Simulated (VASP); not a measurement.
Si (diamond) relaxed at rising pressure, in one space group throughout; other phases were not tried. The pressures are those reached. Calculation: PBE GGA, VASP's PBE PAW potentials (set 64) (plane waves; VASP).

```
P (GPa)  V (Å³/atom)  k-mesh
-------  -----------  ------
0.02          20.441   8×8×8
4.97          19.443   9×9×9
9.96          18.646   9×9×9
19.97         17.417   9×9×9
29.97         16.486   9×9×9
```

A change of mesh leaves a small step in the series.

### Question
Fit an equation of state and predict the volume at 44.92 GPa.

### Answer
Least squares on the third-order Birch-Murnaghan form, P = (3B0/2)(y⁷ − y⁵)[1 + (3/4)(B′ − 4)(y² − 1)] with y = (V0/V)^(1/3), gives V0 = 20.443 Å³/atom, B0 = 90 GPa and B′ = 4.1, and so 15.429 Å³/atom. The run gave 15.414 Å³/atom, -0.1 % from the fit.

Pressures at which the relaxation failed are left out.

The compound is Si in the diamond structure.
